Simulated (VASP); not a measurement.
## PbS: band gap against strain

PbS (rock salt, Fm-3m, 27.052 Å³/atom and stress up to 0.08 GPa in the relaxed cell, cube axes along x, y and z) under an equal strain ε along all three axes. PBE in VASP (plane waves, PAW), 480 eV, 10×10×10 Γ-centred mesh, Gaussian smearing 0.05 eV; ions are relaxed, or left where forces stay under 0.02 eV/Å, within the symmetry of each cell. Gaps are the smallest on the run's k-mesh, which can miss an edge that lies off it, without spin-orbit coupling; in all rows the valence edge lies at about 0.9 Å⁻¹ from Γ and the conduction edge at about 0.9 Å⁻¹ from Γ.

Here s stands for strain and Eg for gap.

```
strain (%)  gap (eV)
----------  --------
-1.50           0.33
-1.00           0.39
-0.50           0.44
0.00            0.49
0.50            0.54
1.00            0.58
1.50            0.63
3.00               ?
```

Taking a straight line for Eg over the 7 complete rows: Means: s 0, Eg 0.486. About the means, the sum of products is 0.69000 and the sum of squares of s is 7.0000; the slope is their ratio. Least squares gives Eg = 0.486 + 0.0986·s. Residuals (row less fit): -0.008, 0.003, 0.003, 0.004, 0.005, -0.005, -0.004; standard error 0.006 (degrees of freedom: 5). Over these rows the gap moves by 9.9 ± 0.2 eV per unit strain, or 3.3 eV per unit of ln V.

What does the fit predict for Eg at s = 3.00, and how far is the calculated value from it?

Eg = 0.486 + 0.0986 × 3.0 = 0.782 eV. The calculation gives 0.74 eV, 0.042 eV below the prediction (10.2 % of the range of Eg in the table). The row lies outside the fitted rows, so this is an extrapolation. The scatter of the fitted rows lies at the last printed digit.

A polynomial of degree 2 through the 12 other runs of the series gives 0.74 there, so most of the miss is curvature that the fit leaves out. With Pb, Bi, Tl or Hg spin-orbit coupling changes such a gap by tenths of an eV. Other structures, which can take over under pressure, weren't tried. Spin-orbit coupling is left out, which can shift this property for PbS. Rows are the converged runs of the series near zero and its far end; series whose fitted rows scatter by over a few per cent of the range, as at a crossing or softening among them, aren't shown in this form, nor equations of state whose B0' disagrees with the runs' pressures. Most that stay on the fit to the last digits aren't either.
